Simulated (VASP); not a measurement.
Consider the following.

```
CELL_PARAMETERS angstrom
      0.00000     2.41329     2.41329
      2.41329     0.00000     2.41329
      2.41329     2.41329     0.00000
ATOMIC_POSITIONS crystal
  Ca 0.00000 0.00000 0.00000
  O  0.50000 0.50000 0.50000
```

The numbers are results of revTPSS meta-GGA, VASP's PBE PAW potentials (set 64) (plane waves; VASP 6.6.1), not measurements. Numerical set-up: 520 eV cut-off, 9×9×9 Γ-centred mesh, Gaussian smearing of 0.050 eV, potentials Ca_sv O.

Question: The job: CaO (rock salt), 2 atoms, revTPSS, static run, 520 eV, 9×9×9 Γ-centred mesh. Roughly how much core time does it take on a busy server core?

Answer: About 60 core-seconds (one run on a shared machine, a rough figure). It had 35 irreducible k-points, 12 bands, up to 769 plane waves and 23 electronic steps.

The compound is CaO in the rock salt structure. It was relaxed first.
